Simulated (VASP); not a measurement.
The input files of a VASP run:

INCAR:
```
SYSTEM  =  BeTe
PREC  =  Accurate; ENCUT  =  500; LREAL  =  F
LASPH  =  T
EDIFF  =  1E-6; NELM  =  100; ALGO  =  Normal
LMAXMIX  =  4
ISMEAR  =  0; SIGMA  =  0.05
GGA  =  PS
IBRION  =  2; NSW  =  40; ISIF  =  3
EDIFFG  =  -0.02; PSTRESS  =  300
LWAVE  =  F; LCHARG  =  F
```

KPOINTS:
```
Automatic mesh
0
Gamma
 9 9 9
```

**POSCAR**
```
BeTe
1
   -0.0000000000     2.5529149949     2.5529149949
    2.5529149949    -0.0000000000     2.5529149949
    2.5529149949     2.5529149949    -0.0000000000
Be Te
1 1
Direct
  1.0000000000   0.0000000000   0.0000000000
  0.2500000000   0.2500000000   0.2500000000
```

POTCAR, in this order: Be Te (PBE.64 set). Program: vasp_std.

### Question
Translate this PBEsol calculation to Ansatz.

### Answer
One equivalent input (not run):
Ansatz 0.2 input:
```yaml
crystal:
  lattice:
    - [0.0000000, 2.5529150, 2.5529150]
    - [2.5529150, 0.0000000, 2.5529150]
    - [2.5529150, 2.5529150, 0.0000000]
  atoms:
    - { symbol: Be, position: [1.0000000, 0.0000000, 0.0000000] }
    - { symbol: Te, position: [0.2500000, 0.2500000, 0.2500000] }
kpoints:
  mp_grid: { grid: [9, 9, 9] }
hamiltonian:
  xc: pbesol
  pseudopotentials: { kind: paw }
scf:
  occupations: { method: gaussian, width: 0.05 }
  max_iter: 100
relax:
  max_steps: 40
  f_tol: 0.02
  cell: { p_target: 30 }
output: { forces: true, stress: true, eigenvalues: true }
```
Limits of the translation: each code has its own PAW files, so the cut-off isn't converted (ENCUT is set for VASP's; basis.ecutwfc is left out, and Ansatz then takes the one that its files recommend); Ansatz stops its SCF on the density residual and VASP on the energy change (EDIFF).

The structure was generated: BeTe was put into the zinc blende type (F-43m), which need not be its known phase. It was relaxed first under an external pressure of 30 GPa.
